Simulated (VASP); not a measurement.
Here is the system:

```
ZnS
1.0
    0.00000     2.70500     2.70500
    2.70500     0.00000     2.70500
    2.70500     2.70500     0.00000
Zn S
1 1
Direct
  0.00000   0.00000   0.00000
  0.25000   0.25000   0.25000
```

Calculation: PBE GGA, VASP's PBE PAW potentials (set 64) (plane waves; VASP). Run with 300 eV cut-off, 7×7×7 Γ-centred mesh, Fermi-Dirac smearing of 0.050 eV, potentials Zn S.

At this cut-off the stress carries a Pulay error, which pulls relaxed volumes low.

**Question.** What does the run give for the energy per atom (σ→0), pressure, band gap (on the k-mesh) with the smallest direct gap where there is one?

**Answer.** 
- band gap (on the k-mesh) = 2.09 eV
- smallest direct gap (on the k-mesh) = 2.09 eV
- energy per atom (σ→0) = -3.422 eV/atom
- pressure = 1.27 GPa

Total energies compare only between runs with the same potentials, cut-off and functional.

The structure is a typed ZnS crystal. The cell was not relaxed at this level.
